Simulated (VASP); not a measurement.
**Rhodium: accuracy against cost in the smearing and k-mesh**

A convergence test on Rhodium: the smearing and k-mesh. The series runs use LDA. The smearing tried: ISMEAR = -1, SIGMA = 0.01; ISMEAR = -1, SIGMA = 0.05; ISMEAR = -1, SIGMA = 0.1; ISMEAR = -1, SIGMA = 0.2; ISMEAR = -1, SIGMA = 0.5; ISMEAR = 2, SIGMA = 0.01; ISMEAR = 2, SIGMA = 0.05; ISMEAR = 2, SIGMA = 0.1; ISMEAR = 2, SIGMA = 0.2; ISMEAR = 2, SIGMA = 0.5; ISMEAR = -5. The k-mesh tried: 3 3 3; 4 4 4; 5 5 5; 7 7 7; 9 9 9; 12 12 12; 15 15 15; 18 18 18. The start is a cell from a database of measured crystal structures.

Method: LDA; plane waves and PAW (Rh_pv), in VASP 6.6.1.

The database entry behind the starting cell differs from later determinations by our own check (an axis about 0.2 % short against later determinations), so it need not match the best structure at ambient conditions.

### Step 1. The starting structure

It takes space group Fm-3m (No. 225, cubic). Conventional cell: a = 3.796 Å, b = 3.796 Å, c = 3.796 Å, α = 90.00°, β = 90.00°, γ = 90.00°. Rh has 12 Rh at 2.68 Å nearest.

Structure file:

```cif
data_structure
_symmetry_space_group_name_H-M 'P 1'
_symmetry_Int_Tables_number 1
_cell_length_a 2.6840
_cell_length_b 2.6840
_cell_length_c 2.6840
_cell_angle_alpha 60.000
_cell_angle_beta 60.000
_cell_angle_gamma 60.000
_cell_volume 13.67
loop_
_atom_site_label
_atom_site_type_symbol
_atom_site_fract_x
_atom_site_fract_y
_atom_site_fract_z
_atom_site_occupancy
Rh1 Rh 0.00000 0.00000 0.00000 1
```

### Step 2. Smearing: ISMEAR = -1, SIGMA = 0.01

Smearing steadies the sum over the Fermi surface at the price of an entropy term. LDA, the lowest rung, knows the local density alone.

INCAR reads:

```
SYSTEM = Rh
PREC = Accurate
ENCUT = 400
EDIFF = 1E-06
NELM = 100
ISMEAR = -1
SIGMA = 0.01
LREAL = .FALSE.
ALGO = Normal
GGA = CA
NBANDS = 13
LASPH = .TRUE.
LORBIT = 11
LWAVE = .FALSE.
LCHARG = .FALSE.
KPAR = 2
ISIF = 2
```

POSCAR reads:

```
Rh
1.0
    0.0000000000      1.8978500000      1.8978500000
    1.8978500000      0.0000000000      1.8978500000
    1.8978500000      1.8978500000      0.0000000000
Rh
1
Direct
    0.0000000000      0.0000000000      0.0000000000
```

KPOINTS reads:

```
Automatic mesh
0
Gamma
10 10 10
0 0 0
```

Potentials, in the order of the species: Rh_pv (PBE family, release 64).

On the command line:

```bash
mpirun -np 2 vasp_std
```

Output:

```text
[banner, memory and clock lines left out]
running    2 mpi-ranks, on    1 nodes
 distrk:  each k-point on    1 cores,    2 groups
 distr:  one band on    1 cores,    1 groups

 POSCAR found type information on POSCAR Rh
 POSCAR found :  1 types and       1 ions
|                                                                             |
|               ----> ADVICE to this user running VASP <----                  |
|                                                                             |
|     You enforced a specific xc type in the INCAR file but a different       |
|     [... a line on the potential file left out ...]
|     I HOPE YOU KNOW WHAT YOU ARE DOING!                                     |
|                                                                             |

 LDA part: xc-table for (Slater(with rela. corr.)+CA(PZ))
 , standard interpolation
 POSCAR, INCAR and KPOINTS ok, starting setup
 FFT: planning ... GRIDC
 FFT: planning ... GRID_SOFT
 FFT: planning ... GRID
 WAVECAR not read
 entering main loop
       N       E                     dE             d eps       ncg     rms          rms(c)
DAV:   1     0.978401241445E+02    0.97840E+02   -0.77267E+03  1235   0.103E+03
DAV:   2    -0.825559780856E+01   -0.10610E+03   -0.10181E+03  1327   0.313E+02
DAV:   3    -0.944360787094E+01   -0.11880E+01   -0.11861E+01  1462   0.376E+01
DAV:   4    -0.944936709454E+01   -0.57592E-02   -0.57588E-02  1387   0.265E+00
DAV:   5    -0.944943742469E+01   -0.70330E-04   -0.70325E-04  1488   0.257E-01    0.118E+01
DAV:   6    -0.873767091628E+01    0.71177E+00   -0.12028E+00  1467   0.161E+01    0.351E+00
DAV:   7    -0.872275317257E+01    0.14918E-01   -0.13388E-01  1467   0.265E+00    0.133E+00
DAV:   8    -0.871748165529E+01    0.52715E-02   -0.10961E-02  1342   0.152E+00    0.137E-01
DAV:   9    -0.871712012512E+01    0.36153E-03   -0.90756E-04  1512   0.426E-01    0.301E-02
DAV:  10    -0.871712493413E+01   -0.48090E-05   -0.57270E-06  1407   0.290E-02    0.856E-03
DAV:  11    -0.871712716466E+01   -0.22305E-05   -0.51194E-07  1124   0.562E-03    0.777E-04
DAV:  12    -0.871712716138E+01    0.32837E-08   -0.10147E-08   836   0.114E-03
   1 F= -.87171272E+01 E0= -.87168536E+01  d E =-.547196E-03
```

Elapsed: 3 s, on 2 MPI ranks of Intel Xeon Platinum 8488C (Sapphire Rapids), shared host; peak memory 0.21 GiB.

The logs omit lines about the potential files and the build; timing stands in the text.

From OUTCAR (step 2):

```text
ion  position               nearest neighbor table
   1  0.000  0.000  0.000-

  LATTYP: Found a face centered cubic cell.
 ALAT       =     3.7957000000

 Subroutine GETGRP returns: Found 48 space group operations
 (whereof 48 operations were pure point group operations)

The static configuration has the point symmetry O_h .

 Found     47 irreducible k-points:

   k-points           NKPTS =     47   k-points in BZ     NKDIM =     47   number of bands    NBANDS=     13

   dimension x,y,z NGX =    18 NGY =   18 NGZ =   18
   dimension x,y,z NGXF=    36 NGYF=   36 NGZF=   36

   ENCUT  =  400.0 eV  29.40 Ry    5.42 a.u.   4.38  4.38  4.38*2*pi/ulx,y,z

   NELECT =      15.0000    total number of electrons

 k-points in reciprocal lattice and weights: Automatic mesh
   0.00000000  0.00000000  0.00000000       0.001
   0.10000000  0.00000000  0.00000000       0.008
   0.20000000  0.00000000  0.00000000       0.008
   0.30000000  0.00000000  0.00000000       0.008
   0.40000000  0.00000000  0.00000000       0.008
   0.50000000  0.00000000  0.00000000       0.004
   0.10000000  0.10000000  0.00000000       0.006
   0.20000000  0.10000000  0.00000000       0.024
   0.30000000  0.10000000  0.00000000       0.024
[...]
-0.30000000  0.40000000  0.20000000       0.024
  -0.30000000  0.50000000  0.20000000       0.012

 average (electrostatic) potential at core
       1 -70.6478

 E-fermi :  11.7582

 k-point     1 :       0.0000    0.0000    0.0000
  band No.  band energies     occupation
    ...
      5       8.5747      2.00000
      6       8.5747      2.00000
      7       8.5747      2.00000
      8      10.7235      2.00000
      9      10.7235      2.00000
     10      27.6794      0.00000
     11      31.8848      0.00000
     12      33.1238      0.00000
     13      33.1238      0.00000

 k-point     2 :       0.1000    0.0000    0.0000
  band No.  band energies     occupation
    ...
      5       8.4093      2.00000
      6       8.7243      2.00000
      7       8.7243      2.00000
      8      10.6462      2.00000
      9      10.6462      2.00000
     10      28.2434      0.00000
     11      31.2905      0.00000
     12      31.8964      0.00000
     13      33.7133      0.00000

 k-point     3 :       0.2000    0.0000    0.0000
  band No.  band energies     occupation
    ...
      5       8.2292      2.00000
      6       8.9550      2.00000
      7       8.9550      2.00000
      8      10.6686      2.00000
      9      10.6686      2.00000
     10      28.3316      0.00000
     11      29.2865      0.00000
     12      31.8877      0.00000
     13      35.2797      0.00000

  Total       -0.8565102     -0.8565102     -0.8565102      0.0000000      0.0000000      0.0000000
  in kB     -100.3754381   -100.3754381   -100.3754381      0.0000000      0.0000000      0.0000000
  external PRESSURE =    -100.3754381 kB  Pullay stress =       0.0000000 kB

  energy-cutoff  :      400.00
  volume of cell :       13.67
      direct lattice vectors                 reciprocal lattice vectors
     0.000000000  1.897850000  1.897850000    -0.263456016  0.263456016  0.263456016
     1.897850000  0.000000000  1.897850000     0.263456016 -0.263456016  0.263456016
     1.897850000  1.897850000  0.000000000     0.263456016  0.263456016 -0.263456016

 POSITION                                       TOTAL-FORCE (eV/Angst)
 -----------------------------------------------------------------------------------
      0.00000      0.00000      0.00000        -0.000000      0.000000     -0.000000
 -----------------------------------------------------------------------------------
    total drift:                                0.000000     -0.000000     -0.000000

  FREE ENERGIE OF THE ION-ELECTRON SYSTEM (eV)
  ---------------------------------------------------
  free  energy   TOTEN  =        -8.7171271614 eV

  energy  without entropy=       -8.7165799658  energy(sigma->0) =       -8.71685356

 total charge
# of ion       s       p       d       tot
------------------------------------------
    1        0.402   6.309   7.074  13.785

[... 3 further parts left out ...]
```

This run has no spin polarisation. Its electron count is odd, so without a moment it is a metal by construction. The k-mesh is coarse for a metal. The PAW data sets were made with PBE, though LDA sets exist; this is a small mismatch.

Numbers from this step:

```yaml
electronic_steps: 12
electrons: 15
bands: 13
irreducible_k_points: 47
symmetry_operations: 48
free_energy_toten: -8.717 eV
energy_at_zero_smearing: -8.717 eV
fermi_energy: 11.76 eV
pressure: -10.04 GPa
metallic: yes
```

The series starts at -8.7169 eV an atom and -10.04 GPa, after 12 cycles in 3 s. The entropy term T·S comes to 0.55 meV an atom in size.

### Step 3. Smearing: ISMEAR = -1, SIGMA = 0.05

Changes to INCAR since step 2:

```diff
@@ -6,3 +6,3 @@
 ISMEAR = -1
-SIGMA = 0.01
+SIGMA = 0.05
 LREAL = .FALSE.
```

POSCAR is that of step 2.

KPOINTS is that of step 2.

On the command line:

```bash
mpirun -np 2 vasp_std
```

Output:

```text
[banner, memory and clock lines left out]
running    2 mpi-ranks, on    1 nodes
[...]
[... a notice as in an earlier step ...]

 LDA part: xc-table for (Slater(with rela. corr.)+CA(PZ))
 , standard interpolation
 POSCAR, INCAR and KPOINTS ok, starting setup
[...]
entering main loop
       N       E                     dE             d eps       ncg     rms          rms(c)
DAV:   1     0.978377344868E+02    0.97838E+02   -0.77267E+03  1235   0.103E+03
DAV:   2    -0.826188101819E+01   -0.10610E+03   -0.10181E+03  1327   0.313E+02
DAV:   3    -0.944914380515E+01   -0.11873E+01   -0.11854E+01  1462   0.376E+01
DAV:   4    -0.945489719594E+01   -0.57534E-02   -0.57530E-02  1387   0.265E+00
[...]
DAV:  10    -0.872311903265E+01   -0.42722E-05   -0.63139E-06  1407   0.307E-02    0.929E-03
DAV:  11    -0.872312140375E+01   -0.23711E-05   -0.54094E-07  1119   0.596E-03    0.673E-04
DAV:  12    -0.872312139864E+01    0.51159E-08   -0.14061E-08   836   0.139E-03
   1 F= -.87231214E+01 E0= -.87169706E+01  d E =-.123016E-01
```

Wall time 3.4 s (2 MPI ranks); peak memory 0.21 GiB.

From OUTCAR (step 3):

```text
  Total       -0.8471520     -0.8471520     -0.8471520      0.0000000      0.0000000     -0.0000000
  in kB      -99.2787437    -99.2787437    -99.2787437      0.0000000      0.0000000     -0.0000000
  external PRESSURE =     -99.2787437 kB  Pullay stress =       0.0000000 kB

 POSITION                                       TOTAL-FORCE (eV/Angst)
 -----------------------------------------------------------------------------------
      0.00000      0.00000      0.00000        -0.000000      0.000000      0.000000
 -----------------------------------------------------------------------------------
    total drift:                               -0.000000     -0.000000      0.000000

  FREE ENERGIE OF THE ION-ELECTRON SYSTEM (eV)
  ---------------------------------------------------
  free  energy   TOTEN  =        -8.7231213986 eV

  energy  without entropy=       -8.7108197961  energy(sigma->0) =       -8.71697060

[... 2 parts as in an earlier step ...]

[... 1 further part left out ...]
[key lines of the parts left out:]
E-fermi :  11.7525
```

Against the run before the energy at zero width moves by -0.12 meV an atom and the pressure by +0.11 GPa, after 12 cycles in 3.4 s. The entropy term T·S comes to 12.30 meV an atom in size.

### Step 4. Smearing: ISMEAR = -1, SIGMA = 0.1

Changes to INCAR since step 3:

```diff
@@ -6,3 +6,3 @@
 ISMEAR = -1
-SIGMA = 0.05
+SIGMA = 0.1
 LREAL = .FALSE.
```

POSCAR is that of step 3.

KPOINTS is that of step 3.

On the command line:

```bash
mpirun -np 2 vasp_std
```

Output:

```text
[... set-up lines as in an earlier step ...]
 entering main loop
       N       E                     dE             d eps       ncg     rms          rms(c)
DAV:   1     0.978285843962E+02    0.97829E+02   -0.77267E+03  1235   0.103E+03
DAV:   2    -0.827768021176E+01   -0.10611E+03   -0.10181E+03  1327   0.313E+02
DAV:   3    -0.946417911579E+01   -0.11865E+01   -0.11846E+01  1462   0.375E+01
DAV:   4    -0.946992802119E+01   -0.57489E-02   -0.57485E-02  1387   0.265E+00
[...]
DAV:  10    -0.874072874883E+01   -0.45326E-05   -0.62404E-06  1407   0.304E-02    0.931E-03
DAV:  11    -0.874073108047E+01   -0.23316E-05   -0.55935E-07  1143   0.579E-03    0.708E-04
DAV:  12    -0.874073107751E+01    0.29609E-08   -0.12687E-08   821   0.132E-03
   1 F= -.87407311E+01 E0= -.87180246E+01  d E =-.454130E-01
```

It took 3.2 s on 2 MPI ranks; peak memory 0.21 GiB; 3.7 s of CPU time.

From OUTCAR (step 4):

```text
  Total       -0.8213058     -0.8213058     -0.8213058      0.0000000      0.0000000      0.0000000
  in kB      -96.2498019    -96.2498019    -96.2498019      0.0000000      0.0000000      0.0000000
  external PRESSURE =     -96.2498019 kB  Pullay stress =       0.0000000 kB

 POSITION                                       TOTAL-FORCE (eV/Angst)
 -----------------------------------------------------------------------------------
      0.00000      0.00000      0.00000         0.000000      0.000000      0.000000
 -----------------------------------------------------------------------------------
    total drift:                                0.000000     -0.000000     -0.000000

  FREE ENERGIE OF THE ION-ELECTRON SYSTEM (eV)
  ---------------------------------------------------
  free  energy   TOTEN  =        -8.7407310775 eV

  energy  without entropy=       -8.6953181154  energy(sigma->0) =       -8.71802460

[... 2 parts as in an earlier step ...]

[... 1 further part left out ...]
[key lines of the parts left out:]
E-fermi :  11.7347
```

Against the run before the energy at zero width moves by -1.05 meV an atom and the pressure by +0.30 GPa, after 12 cycles in 3.2 s. The entropy term T·S comes to 45.41 meV an atom in size.

### Step 5. Smearing: ISMEAR = -1, SIGMA = 0.2

Changes to INCAR since step 4:

```diff
@@ -6,3 +6,3 @@
 ISMEAR = -1
-SIGMA = 0.1
+SIGMA = 0.2
 LREAL = .FALSE.
```

POSCAR is that of step 4.

KPOINTS is that of step 4.

On the command line:

```bash
mpirun -np 2 vasp_std
```

Output:

```text
[... set-up lines as in an earlier step ...]
 entering main loop
       N       E                     dE             d eps       ncg     rms          rms(c)
DAV:   1     0.977837797794E+02    0.97784E+02   -0.77267E+03  1235   0.103E+03
DAV:   2    -0.833388653067E+01   -0.10612E+03   -0.10183E+03  1327   0.313E+02
DAV:   3    -0.952013429570E+01   -0.11862E+01   -0.11844E+01  1462   0.375E+01
DAV:   4    -0.952588878669E+01   -0.57545E-02   -0.57541E-02  1387   0.265E+00
[...]
DAV:  10    -0.880609536597E+01   -0.51103E-05   -0.58928E-06  1412   0.293E-02    0.962E-03
DAV:  11    -0.880609758127E+01   -0.22153E-05   -0.68191E-07  1167   0.667E-03    0.685E-04
DAV:  12    -0.880609757658E+01    0.46971E-08   -0.13347E-08   836   0.140E-03
   1 F= -.88060976E+01 E0= -.87202881E+01  d E =-.171619E+00
```

It took 3.2 s on 2 MPI ranks; peak memory 0.21 GiB; 3.7 s of CPU time.

OUTCAR, selected parts (step 5):

```text
  Total       -0.7171178     -0.7171178     -0.7171178      0.0000000      0.0000000      0.0000000
  in kB      -84.0398805    -84.0398805    -84.0398805      0.0000000      0.0000000      0.0000000
  external PRESSURE =     -84.0398805 kB  Pullay stress =       0.0000000 kB

 POSITION                                       TOTAL-FORCE (eV/Angst)
 -----------------------------------------------------------------------------------
      0.00000      0.00000      0.00000        -0.000000      0.000000      0.000000
 -----------------------------------------------------------------------------------
    total drift:                                0.000000     -0.000000     -0.000000

  FREE ENERGIE OF THE ION-ELECTRON SYSTEM (eV)
  ---------------------------------------------------
  free  energy   TOTEN  =        -8.8060975766 eV

  energy  without entropy=       -8.6344786104  energy(sigma->0) =       -8.72028809

[... 2 parts as in an earlier step ...]

[... 1 further part left out ...]
[key lines of the parts left out:]
E-fermi :  11.7045
```

Against the run before the energy at zero width moves by -2.26 meV an atom and the pressure by +1.22 GPa, after 12 cycles in 3.2 s. The entropy term T·S comes to 171.62 meV an atom in size.

### Step 6. Smearing: ISMEAR = -1, SIGMA = 0.5

Changes to INCAR since step 5:

```diff
@@ -6,3 +6,3 @@
 ISMEAR = -1
-SIGMA = 0.2
+SIGMA = 0.5
 LREAL = .FALSE.
```

POSCAR is that of step 5.

KPOINTS is that of step 5.

On the command line:

```bash
mpirun -np 2 vasp_std
```

Output:

```text
[... set-up lines as in an earlier step ...]
 entering main loop
       N       E                     dE             d eps       ncg     rms          rms(c)
DAV:   1     0.974845353632E+02    0.97485E+02   -0.77267E+03  1235   0.103E+03
DAV:   2    -0.872468699176E+01   -0.10621E+03   -0.10191E+03  1327   0.313E+02
DAV:   3    -0.991098028722E+01   -0.11863E+01   -0.11845E+01  1462   0.375E+01
DAV:   4    -0.991676189910E+01   -0.57816E-02   -0.57812E-02  1387   0.265E+00
[...]
DAV:  10    -0.923992160813E+01   -0.63659E-05   -0.49164E-06  1402   0.261E-02    0.818E-03
DAV:  11    -0.923992288696E+01   -0.12788E-05   -0.10336E-06  1237   0.979E-03    0.643E-04
DAV:  12    -0.923992288161E+01    0.53492E-08   -0.18446E-08   811   0.175E-03
   1 F= -.92399229E+01 E0= -.87461300E+01  d E =-.987586E+00
```

Elapsed: 3.2 s, on 2 MPI ranks; peak memory 0.2 GiB.

OUTCAR, selected parts (step 6):

```text
  Total       -0.0898388     -0.0898388     -0.0898388      0.0000000      0.0000000      0.0000000
  in kB      -10.5283154    -10.5283154    -10.5283154      0.0000000      0.0000000      0.0000000
  external PRESSURE =     -10.5283154 kB  Pullay stress =       0.0000000 kB

 POSITION                                       TOTAL-FORCE (eV/Angst)
 -----------------------------------------------------------------------------------
      0.00000      0.00000      0.00000         0.000000     -0.000000      0.000000
 -----------------------------------------------------------------------------------
    total drift:                                0.000000     -0.000000     -0.000000

  FREE ENERGIE OF THE ION-ELECTRON SYSTEM (eV)
  ---------------------------------------------------
  free  energy   TOTEN  =        -9.2399228816 eV

  energy  without entropy=       -8.2523371031  energy(sigma->0) =       -8.74612999

[... 2 parts as in an earlier step ...]

[... 1 further part left out ...]
[key lines of the parts left out:]
E-fermi :  11.7530
```

Against the run before the energy at zero width moves by -25.84 meV an atom and the pressure by +7.35 GPa, after 12 cycles in 3.2 s. The entropy term T·S comes to 987.59 meV an atom in size.

### Step 7. Smearing: ISMEAR = 2, SIGMA = 0.01

Changes to INCAR since step 6:

```diff
@@ -5,4 +5,4 @@
 NELM = 100
-ISMEAR = -1
-SIGMA = 0.5
+ISMEAR = 2
+SIGMA = 0.01
 LREAL = .FALSE.
```

POSCAR is that of step 6.

KPOINTS is that of step 6.

On the command line:

```bash
mpirun -np 2 vasp_std
```

Output:

```text
[... set-up lines as in an earlier step ...]
 entering main loop
       N       E                     dE             d eps       ncg     rms          rms(c)
DAV:   1     0.978404143846E+02    0.97840E+02   -0.77267E+03  1235   0.103E+03
DAV:   2    -0.825519809885E+01   -0.10610E+03   -0.10181E+03  1327   0.313E+02
DAV:   3    -0.944293725906E+01   -0.11877E+01   -0.11859E+01  1462   0.376E+01
DAV:   4    -0.944869652406E+01   -0.57593E-02   -0.57589E-02  1387   0.265E+00
[...]
DAV:  10    -0.871670935675E+01   -0.50658E-05   -0.54838E-06  1407   0.283E-02    0.857E-03
DAV:  11    -0.871671159459E+01   -0.22378E-05   -0.54435E-07  1145   0.573E-03    0.899E-04
DAV:  12    -0.871671159326E+01    0.13256E-08   -0.90648E-09   831   0.105E-03
   1 F= -.87167116E+01 E0= -.87166967E+01  d E =-.594788E-04
```

Elapsed: 3.4 s, on 2 MPI ranks; peak memory 0.21 GiB; 3.7 s of CPU time.

OUTCAR, selected parts (step 7):

```text
  Total       -0.8566681     -0.8566681     -0.8566681      0.0000000     -0.0000000      0.0000000
  in kB     -100.3939510   -100.3939510   -100.3939510      0.0000000     -0.0000000      0.0000000
  external PRESSURE =    -100.3939510 kB  Pullay stress =       0.0000000 kB

  FREE ENERGIE OF THE ION-ELECTRON SYSTEM (eV)
  ---------------------------------------------------
  free  energy   TOTEN  =        -8.7167115933 eV

  energy  without entropy=       -8.7166521145  energy(sigma->0) =       -8.71669672

[... 3 parts as in an earlier step ...]

[... 1 further part left out ...]
[key lines of the parts left out:]
E-fermi :  11.7591
```

Against the first of the series the energy at zero width moves by +0.16 meV an atom while the pressure stays within 0.01 GPa, after 12 cycles in 3.4 s. The entropy term T·S comes to 0.06 meV an atom in size.

[end of part 1 of 3]

[Lines on the potential files, build, host, timing and source positions are cut from VASP's logs without a mark.]

[Logs are printed without paths, hosts, clocks, repeated set-up lines and the standing remarks that a program may print on its own settings, such as how far it seeks lower states.]

[Hosts, paths, dates, database ids (printed as entryN), source tags and the programs' standing remarks are cut or masked in the printed files.]

[A measured line is paired with the nearest computed mode of its activity, which favours agreement.]
